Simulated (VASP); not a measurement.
# TlBTe2 (P4/mmm) in VASP: notebook

The runs below take TlBTe2 through single point, with PBE.

All numbers are computed with VASP 6.6.1; they aren't measurements. Logs are shortened: lines on timing, memory, paths and dates and some standing lists are left out, and cuts for length are marked.

**1. The cell of the first run**

The structure is tetragonal, space group P4/mmm (No. 123). Conventional cell: a = 4.819 Å, b = 4.819 Å, c = 4.726 Å, α = 90.00°, β = 90.00°, γ = 90.00°. Tl (site symmetry 4/mmm) has 8 Te at 3.37 Å and 4 B at 3.41 Å as nearest neighbours. B (site symmetry 4/mmm) has 8 Te at 3.37 Å and 4 Tl at 3.41 Å as nearest neighbours. Te (site symmetry mmm) is surrounded by 4 Tl at 3.37 Å and 4 B at 3.37 Å and 4 Te at 3.41 Å.

The cell was built by a generator and needn't be a form met in nature.

**2. Single point, PBE (species swapped into the CrCoPt2 type (P4/mmm, No. 123))**

File INCAR:

```
SYSTEM = TlBTe2
  PREC = Accurate
  ENCUT = 520
  EDIFF = 1E-6
  ISMEAR = 0
  SIGMA = 0.1
  LREAL = .False.
  LASPH = .True.
  NELM = 100
  ALGO = Normal
  ISIF = 2
  LWAVE = .False.
  LCHARG = .False.
  GGA = PE
  NBANDS = 22
```

File KPOINTS:

```
regular mesh
0
Gamma
  4 4 4
  0 0 0
```

File POSCAR:

```
TlBTe2
1.0
    4.8185523100      0.0000000000      0.0000000000
    0.0000000000      4.8185523100      0.0000000000
    0.0000000000      0.0000000000      4.7264459800
Tl B Te
1 1 2
Direct
    0.0000000000      0.0000000000      0.0000000000
    0.5000000000      0.5000000000      0.0000000000
    0.0000000000      0.5000000000      0.5000000000
    0.5000000000      0.0000000000      0.5000000000
```

Potentials or basis: VASP PAW PBE potentials, release 64 (Tl_d, B, Te).

Command:

```bash
$ cat potpaw_PBE.64/Tl_d/POTCAR potpaw_PBE.64/B/POTCAR potpaw_PBE.64/Te/POTCAR > POTCAR
$ mpirun -np 1 vasp_std > vasp.out
```

OUTCAR:

```text
SYSTEM = TlBTe2
   PREC = Accurate
   ENCUT = 520
   EDIFF = 1E-6
   ISMEAR = 0
   LREAL = .False.
   LASPH = .True.
   NELM = 100
   ISIF = 2
   GGA = PE

 ion  position               nearest neighbor table
   1  0.000  0.000  0.000-   3 3.37   4 3.37   3 3.37   4 3.37   3 3.37   3 3.37   4 3.37   4 3.37

   2  0.500  0.500  0.000-
   3  0.000  0.500  0.500-   1 3.37   1 3.37   1 3.37   1 3.37   4 3.41   4 3.41   4 3.41   4 3.41

   4  0.500  0.000  0.500-   1 3.37   1 3.37   1 3.37   1 3.37   3 3.41   3 3.41   3 3.41   3 3.41

  LATTYP: Found a simple tetragonal cell.
 ALAT       =     4.8185523100
 C/A-ratio  =     0.9808850617

  Lattice vectors:

 A1 = (   4.8185523100,   0.0000000000,   0.0000000000)
 A2 = (   0.0000000000,   4.8185523100,   0.0000000000)
 A3 = (   0.0000000000,   0.0000000000,   4.7264459800)

Analysis of symmetry for initial positions (statically):
=====================================================================
 Subroutine PRICEL returns:
 Original cell was already a primitive cell.

 Routine SETGRP: Setting up the symmetry group for a
 simple tetragonal supercell.

 Subroutine GETGRP returns: Found 16 space group operations
 (whereof 16 operations were pure point group operations)
 out of a pool of 16 trial point group operations.

The static configuration has the point symmetry D_4h.

Analysis of symmetry for dynamics (positions and initial velocities):
=====================================================================
 Subroutine PRICEL returns:
 Original cell was already a primitive cell.

 Routine SETGRP: Setting up the symmetry group for a
 simple tetragonal supercell.

 Subroutine GETGRP returns: Found 16 space group operations
 (whereof 16 operations were pure point group operations)
 out of a pool of 16 trial point group operations.

The dynamic configuration has the point symmetry D_4h.

 Subroutine INISYM returns: Found 16 space group operations
 (whereof 16 operations are pure point group operations),
 and found     1 'primitive' translations

----------------------------------------------------------------------------------------

                                     Primitive cell

  volume of cell :     109.7407

  direct lattice vectors                    reciprocal lattice vectors
     4.818552310  0.000000000  0.000000000     0.207531212  0.000000000  0.000000000
     0.000000000  4.818552310  0.000000000     0.000000000  0.207531212  0.000000000
     0.000000000  0.000000000  4.726445980     0.000000000  0.000000000  0.211575464

  length of vectors
     4.818552310  4.818552310  4.726445980     0.207531212  0.207531212  0.211575464

  position of ions in fractional coordinates (direct lattice)
     0.000000000  0.000000000  0.000000000
     0.500000000  0.500000000  0.000000000
     0.000000000  0.500000000  0.500000000
     0.500000000  0.000000000  0.500000000

  ion indices of the primitive-cell ions
   primitive index   ion index
                 1           1
                 2           2
                 3           3
                 4           4

----------------------------------------------------------------------------------------

 KPOINTS: regular mesh

Automatic generation of k-mesh.
 Grid dimensions read from file:
 generate k-points for:    4    4    4

 Generating k-lattice:

  Cartesian coordinates                     Fractional coordinates (reciprocal lattice)
     0.051882803  0.000000000  0.000000000     0.250000000  0.000000000  0.000000000
     0.000000000  0.051882803  0.000000000     0.000000000  0.250000000  0.000000000
     0.000000000  0.000000000  0.052893866     0.000000000  0.000000000  0.250000000

  Length of vectors
     0.051882803  0.051882803  0.052893866

  Shift w.r.t. Gamma in fractional coordinates (k-lattice)
     0.000000000  0.000000000  0.000000000

 Subroutine IBZKPT returns following result:
 ===========================================

 Found     18 irreducible k-points:

 Following reciprocal coordinates:
            Coordinates               Weight
  0.000000  0.000000  0.000000      1.000000
  0.250000  0.000000  0.000000      4.000000
  0.500000  0.000000  0.000000      2.000000
  0.250000  0.250000  0.000000      4.000000
  0.500000  0.250000  0.000000      4.000000
  0.500000  0.500000  0.000000      1.000000
[... 10 lines left out ...]
  0.500000  0.250000  0.500000      4.000000
  0.500000  0.500000  0.500000      1.000000
   k-points           NKPTS =     18   k-points in BZ     NKDIM =     18   number of bands    NBANDS=     22
   number of dos      NEDOS =    301   number of ions     NIONS =      4
   total plane-waves  NPLWV =  46656
   dimension x,y,z NGX =    36 NGY =   36 NGZ =   36
   dimension x,y,z NGXF=    72 NGYF=   72 NGZF=   72
   ions per type =               1   1   2
   NGX,Y,Z   is equivalent  to a cutoff of  12.42, 12.42, 12.66 a.u.
   NGXF,Y,Z  is equivalent  to a cutoff of  24.84, 24.84, 25.32 a.u.
 SYSTEM =  TlBTe2
   PREC   = accura    normal or accurate (medium, high low for compatibility)
   ISTART =      0    job   : 0-new  1-cont  2-samecut
   ICHARG =      2    charge: 1-file 2-atom 10-const
   ISPIN  =      1    spin polarized calculation?
   LNONCOLLINEAR =      F non collinear calculations
   LSORBIT =      F    spin-orbit coupling
   LASPH  =      T    aspherical Exc in radial PAW
   ENCUT  =  520.0 eV  38.22 Ry    6.18 a.u.   8.96  8.96  8.79*2*pi/ulx,y,z
   NELM   =    100;   NELMIN=  2; NELMDL= -5     # of ELM steps
   EDIFF  = 0.1E-05   stopping-criterion for ELM
   LREAL  =      F    real-space projection
   EDIFFG = 0.1E-04   stopping-criterion for IOM
   NSW    =      0    number of steps for IOM
   IBRION =     -1    ionic relax: 0-MD 1-quasi-New 2-CG
   NFREE  =      0    steps in history (QN), initial steepest desc. (CG)
   ISIF   =      2    stress and relaxation
   ISYM   =      2    0-nonsym 1-usesym 2-fastsym
   POTIM  = 0.5000    time-step for ionic-motion
   TEBEG  =    0.0;   TEEND  =   0.0 temperature during run
   PSTRESS=    0.0 pullay stress
   NELECT =      28.0000    total number of electrons
   NUPDOWN=      -1.0000    fix difference up-down
   EMIN   =  10.00;   EMAX   =-10.00  energy-range for DOS
   EFERMI =   0.00;   METHOD = LEGACY
   ISMEAR =     0;   SIGMA  =   0.10  broadening in eV -4-tet -1-fermi 0-gaus
   EFERMI_NEDOS =   21; number of points for ismear=-14 and -15
   IALGO  =     38    algorithm
   IMIX   =      4    mixing-type and parameters
     AMIX     =   0.40;   BMIX     =  1.00
     AMIX_MAG =   1.60;   BMIX_MAG =  1.00
  volume/ion in A,a.u.               =      27.44       185.14
  Fermi-wavevector in a.u.,A,eV,Ry     =   1.038337  1.962172 14.669029  1.078143
  Thomas-Fermi vector in A             =   2.172816
   LORBIT       =      0    0 simple, 1 ext, 2 COOP (PROOUT), +10 PAW based schemes
   GGA     = PE    functional components
   LHFCALC =     F    Hartree Fock is set to
   AEXX    =    0.0000 exact exchange contribution
   IVDW    =     0    specifies the selected vdW correction
   LEPSILON=     F    determine dielectric tensor
   LRPA    =     F    only Hartree local field effects (RPA)
 non-spin polarized calculation
 Gauss-broadening in eV      SIGMA  =   0.10
  energy-cutoff  :      520.00
  volume of cell :      109.74
 maximum number of plane-waves:      2980
 NGX is ok and might be reduce to    36
   NGX = 17   NGY = 17   NGZ = 17

 number of electron      28.0000006 magnetization

 Free energy of the ion-electron system (eV)
  ---------------------------------------------------
  ext. energy  EPLUGINS =         0.00000000
  ---------------------------------------------------
  free energy    TOTEN  =       -10.96222234 eV

  energy without entropy =      -10.95131333  energy(sigma->0) =      -10.95676783

 E-fermi :   5.6207     XC(G=0):  -9.5805

 val. band max:        5.5853364765   @ k =   0.5000   0.2500   0.0000
 cond. band min:       5.6625031336   @ k =   0.5000   0.2500   0.2500
 fundamental gap:      0.0771666571
 Fermi energy:         5.6206822994

 k-point     1 :       0.0000    0.0000    0.0000
  band No.  band energies     occupation
      1      -7.0075      2.00000
      2      -5.5683      2.00000
      3      -5.4231      2.00000
      4      -5.4209      2.00000
      5      -5.4209      2.00000
      6      -5.3657      2.00000
[... 14 lines left out ...]
     21      11.5075      0.00000
     22      11.8989      0.00000

 k-point     2 :       0.2500    0.0000    0.0000
  band No.  band energies     occupation
      1      -6.6927      2.00000
      2      -5.5636      2.00000
      3      -5.4399      2.00000
      4      -5.4204      2.00000
      5      -5.4175      2.00000
      6      -5.3755      2.00000
[... 14 lines left out ...]
     21      11.1888      0.00000
     22      11.5221      0.00000

 k-point     3 :       0.5000    0.0000    0.0000
  band No.  band energies     occupation
      1      -6.0314      2.00000
      2      -5.6951      2.00000
      3      -5.4586      2.00000
      4      -5.4478      2.00000
      5      -5.4198      2.00000
      6      -5.3852      2.00000
[... 14 lines left out ...]
     21      10.5375      0.00000
     22      13.2024      0.00000
[... 326 lines left out ...]
 k-point    17 :       0.5000    0.2500    0.5000
  band No.  band energies     occupation
      1      -6.0336      2.00000
      2      -5.8561      2.00000
      3      -5.3952      2.00000
      4      -5.3898      2.00000
      5      -5.3737      2.00000
      6      -4.9221      2.00000
[... 14 lines left out ...]
     21      11.8995      0.00000
     22      14.2015      0.00000

 k-point    18 :       0.5000    0.5000    0.5000
  band No.  band energies     occupation
      1      -5.9818      2.00000
      2      -5.9818      2.00000
      3      -5.4098      2.00000
      4      -5.3792      2.00000
      5      -5.3591      2.00000
      6      -4.5826      2.00000
[... 14 lines left out ...]
     21      12.2933      0.00000
     22      13.6966      0.00000

------------------------ aborting loop because EDIFF is reached ----------------------------------------

  FORCE on cell =-STRESS in cart. coord.  units (eV):
  Direction    XX          YY          ZZ          XY          YZ          ZX
  --------------------------------------------------------------------------------------
  -------------------------------------------------------------------------------------
  Total       -1.3005201     -1.3005201     -0.4090768      0.0000000      0.0000000      0.0000000
  in kB      -18.9871502    -18.9871502     -5.9723820      0.0000000      0.0000000      0.0000000
  external PRESSURE =     -14.6488941 kB  Pullay stress =       0.0000000 kB

 VOLUME and BASIS-vectors are now :
 -----------------------------------------------------------------------------
  energy-cutoff  :      520.00
  volume of cell :      109.74
      direct lattice vectors                 reciprocal lattice vectors
     4.818552310  0.000000000  0.000000000     0.207531212  0.000000000  0.000000000
     0.000000000  4.818552310  0.000000000     0.000000000  0.207531212  0.000000000
     0.000000000  0.000000000  4.726445980     0.000000000  0.000000000  0.211575464

 POSITION                                       TOTAL-FORCE (eV/Angst)
 -----------------------------------------------------------------------------------
      0.00000      0.00000      0.00000         0.000000      0.000000      0.000000
      2.40928      2.40928      0.00000         0.000000      0.000000      0.000000
      0.00000      2.40928      2.36322         0.000000      0.000000      0.000000
      2.40928      0.00000      2.36322         0.000000      0.000000      0.000000
 -----------------------------------------------------------------------------------
    total drift:                               -0.000000     -0.000000      0.000000

  FREE ENERGIE OF THE ION-ELECTRON SYSTEM (eV)
  ---------------------------------------------------
  free  energy   TOTEN  =       -10.9622223381 eV

  energy  without entropy=      -10.9513133318  energy(sigma->0) =      -10.95676783
```

Run time: 25 s. Hardware: 1 thread of AMD EPYC 7R13 (Zen 3), shared host; peak memory 0.19 GiB.

Results:

```
Free energy            : -10.9622 eV
Pressure               : -1.5 GPa
Band gap on the k mesh : none (metal or under the smearing width)
```

**3. Single point, PBE (species swapped into the CrCoPt2 type (P4/mmm, No. 123))**

File INCAR:

```
SYSTEM = TlBTe2
ALGO     = Fast           ! electronic algorithm
EDIFF    = 1E-7           ! SCF threshold, eV
ENCUT    = 520            ! plane-wave cutoff, eV
GGA      = PE             ! functional
ISIF     = 2              ! what is computed and relaxed
ISMEAR   = 0              ! smearing method
LASPH    = .TRUE.         ! aspherical terms in the spheres
LCHARG   = .TRUE.         ! write CHGCAR
LELF     = .TRUE.         ! ELF
LREAL    = .FALSE.        ! projectors in reciprocal space
LVHAR    = .TRUE.       
LWAVE    = .FALSE.        ! write WAVECAR
NBANDS   = 22             ! bands
NELM     = 100            ! most SCF steps
PREC     = Accurate       ! precision mode
SIGMA    = 0.1            ! smearing width, eV
```

File KPOINTS:

```
k-points
0
G
  10 10 10
  0 0 0
```

File POSCAR:

```
TlBTe2
1.0
    4.4257685978      0.0000000000      0.0000000000
    0.0000000000      4.4257685978      0.0000000000
    0.0000000000      0.0000000000      5.5132974189
Tl B Te
1 1 2
Direct
    0.0000000000      0.0000000000      0.0000000000
    0.5000000000      0.5000000000      0.0000000000
    0.0000000000      0.5000000000      0.5000000000
    0.5000000000      0.0000000000      0.5000000000
```

Potentials or basis: VASP PAW PBE potentials, release 64 (Tl_d, B, Te).

Command:

```bash
$ cat potpaw_PBE.64/Tl_d/POTCAR potpaw_PBE.64/B/POTCAR potpaw_PBE.64/Te/POTCAR > POTCAR
$ mpirun -np 1 vasp_std > vasp.out
```

Run time: 3 min. Hardware: 1 thread of Intel Xeon Platinum 8488C (Sapphire Rapids), shared host; peak memory 0.45 GiB.

The run converged. Its results:

```yaml
Free_energy: -11.1057 eV
Pressure: -0.1 GPa
Band_gap_on_the_k_mesh: none (metal or under the smearing width)
```

Levels at points of the mesh, in eV from the Fermi level:
```csv
k point,band 11,band 12,band 13,band 14,band 15,band 16,band 17,band 18
"(0.00, 0.00, 0.00)",-4.19,-3.10,-0.11,0.25,0.25,1.83,1.97,1.97
"(0.50, 0.00, 0.00)",-2.70,-2.22,-2.09,-1.43,-1.39,1.31,1.81,1.94
"(0.50, 0.50, 0.00)",-3.21,-1.77,-1.77,-1.50,-1.50,-0.25,0.97,3.62
"(0.00, 0.00, 0.50)",-3.08,-0.89,-0.46,-0.46,-0.38,0.16,1.53,2.12
"(0.50, 0.00, 0.50)",-1.93,-1.90,-1.89,-1.40,-0.39,0.69,1.47,1.93
"(0.50, 0.50, 0.50)",-5.28,-3.74,-3.74,1.32,1.32,1.50,3.59,3.74
```

Spin-orbit coupling is left out, which matters for the levels of Te, Tl.
